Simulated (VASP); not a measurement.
Here is the system:

```
CELL_PARAMETERS angstrom
      3.30762     0.00000     0.00000
      0.00000     3.30762     0.00000
      0.00000     0.00000     3.30762
ATOMIC_POSITIONS crystal
  In 0.50000 0.50000 0.50000
  Pd 0.00000 0.00000 0.00000
```

Level of theory: optB88-vdW, VASP's PBE PAW potentials (set 64) (plane waves; VASP 6.6.1). Run with 520 eV cut-off, Gaussian smearing of 0.050 eV, potentials In_d Pd.

Problem. Give the energies of bands 6 to 14 at the high-symmetry points, in eV from the Fermi level.

Solution. 
```
band      Γ      X      M      R
----  -----  -----  -----  -----
6     -9.77  -6.45  -6.00  -4.64
7     -3.66  -5.72  -3.36  -4.64
8     -3.66  -3.63  -2.60  -4.64
9     -2.22  -3.14  -2.60  -1.64
10    -2.22  -3.14  -2.10  -1.64
11    -2.22  -2.28  -2.10  -0.41
12     4.16  -1.12  -1.68   3.88
13     4.16   9.21   1.20   3.88
14     4.16   9.21   2.35   3.88
```

It has no gap at this level: it comes out as a metal or semimetal.

The compound is PdIn in the CsCl type structure. It was relaxed first, which changed the volume by +5 %. The electron count is odd and the run is not spin-polarised, which forces a metal.
